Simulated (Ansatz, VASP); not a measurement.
# Two plane-wave programs on GeW

Contents of INCAR:

```
SYSTEM = GeW
ALGO = Fast
EDIFF = 1E-7
EDIFFG = -0.01
ENCUT = 600
GGA = PE
IBRION = 2
ISIF = 3
ISMEAR = 0
LASPH = .TRUE.
LCHARG = .FALSE.
LREAL = .FALSE.
LWAVE = .FALSE.
NELM = 60
NSW = 100
PREC = Accurate
SIGMA = 0.1
```

KPOINTS

```
k-points
0
G
  18 18 18
  0 0 0
```

POSCAR

```
GeW
1.0
    0.0000000000      2.5783300889      2.5783300889
    2.5783300889      0.0000000000      2.5783300889
    2.5783300889      2.5783300889      0.0000000000
Ge W
1 1
Direct
    0.5000000000      0.5000000000      0.5000000000
    0.0000000000      0.0000000000      0.0000000000
```

Input for Ansatz:

```yaml
crystal:
  lattice:
    - [0.0, 2.5783300889, 2.5783300889]
    - [2.5783300889, 0.0, 2.5783300889]
    - [2.5783300889, 2.5783300889, 0.0]
  atoms:
    - { symbol: Ge, position: [0.5, 0.5, 0.5] }
    - { symbol: W, position: [0.0, 0.0, 0.0] }
basis:
  ecutwfc: 420
kpoints:
  mp_grid: { grid: [18, 18, 18] }
hamiltonian:
  xc: pbe
scf:
  occupations: { method: gaussian, width: 0.1 }
output:
  forces: true
  stress: true
  eigenvalues: true
relax:
  adjacent_minimum: "off"
  f_tol: 0.01
  max_steps: 80
  cell: { stress_tol: 0.05 }
```

Alike in both runs: task relaxation of cell and atoms; functional PBE; k mesh 18 × 18 × 18; occupations gaussian, width 0.1 eV; no spin polarisation.

|  | VASP | Ansatz |
| --- | --- | --- |
| version | VASP 6.6.1 | Ansatz 0.2.0 |
| potentials or method | VASP PAW PBE potentials, release 64 (Ge_d, W_sv) | scalar-relativistic, plane waves, PAW |
| plane-wave cutoff (eV) | 600 | 420 |
| valence electrons in the cell | 28 | 28 |

|  | VASP | Ansatz | Ansatz less VASP |
| --- | --- | --- | --- |
| gap on the k mesh at the Fermi level, each at its own relaxed structure (eV) | none | none | - |
| relaxed volume (Å³/atom) | 17.16 | 17.13 | -0.029 |
| relaxed cell length with the largest relative difference (Å) | 3.647 | 3.645 | -0.0021 |

A gap of «none» marks a metal or a gap that the smearing closes.

Spin-orbit coupling is left out, which matters for the levels of W.
